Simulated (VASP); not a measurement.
All values below come from r2SCAN+rVV10, VASP's PBE PAW potentials (set 64) (plane waves; VASP).

Input for VASP

File POSCAR:
```
CsSnI3
1.0
  6.0888275450   0.0000000000   0.0000000000
  0.0000000000   6.0888275450   0.0000000000
  0.0000000000   0.0000000000   6.0888275450
Cs Sn I
1 1 3
direct
  0.0000000000   0.0000000000   0.0000000000
  0.5000000000   0.5000000000   0.5000000000
  0.5000000000   0.0000000000   0.5000000000
  0.0000000000   0.5000000000   0.5000000000
  0.5000000000   0.5000000000   0.0000000000
```

KPOINTS:
```
Automatic mesh
0
Gamma
4 4 4
0 0 0
```

INCAR:
```
LASPH = .TRUE.   # aspherical one-centre terms
LREAL = .FALSE.   # projection in real space or not
IBRION = 2
NELM = 100   # most electronic steps
ENCUT = 520
ISIF = 3   # ions, shape and volume
METAGGA = R2SCAN
LWAVE = .FALSE.
EDIFF = 1E-6
NSW = 60   # most ionic steps
LUSE_VDW = .TRUE.
SYSTEM = CsSnI3
EDIFFG = -0.02   # ionic stop
SIGMA = 0.05   # width (eV)
ALGO = Normal
LMAXMIX = 4
LCHARG = .FALSE.
BPARAM = 11.95
ISMEAR = 0   # Gaussian
LMIXTAU = .TRUE.
CPARAM = 0.0093
PREC = Accurate
```

POTCAR, in this order: Cs_sv Sn_d I (PBE.64 set). Program: vasp_std.

What will the output report for the number of irreducible k-points (NKPTS), largest plane-wave count, number of space-group operations, FFT grid (NGX, NGY, NGZ)?

```json
{
  "number of irreducible k-points (NKPTS)": "10",
  "largest_plane_wave_count": "6094",
  "number_of_space_group_operations": "48",
  "FFT grid (NGX, NGY, NGZ)": "48 × 48 × 48"
}
```

The compound is CsSnI3 in the cubic perovskite structure, the ideal cubic form; the compound distorts at low or room temperature. This run relaxes it. Symmetry was kept, so distortions that lower it aren't found. The start is the result of an earlier pass.
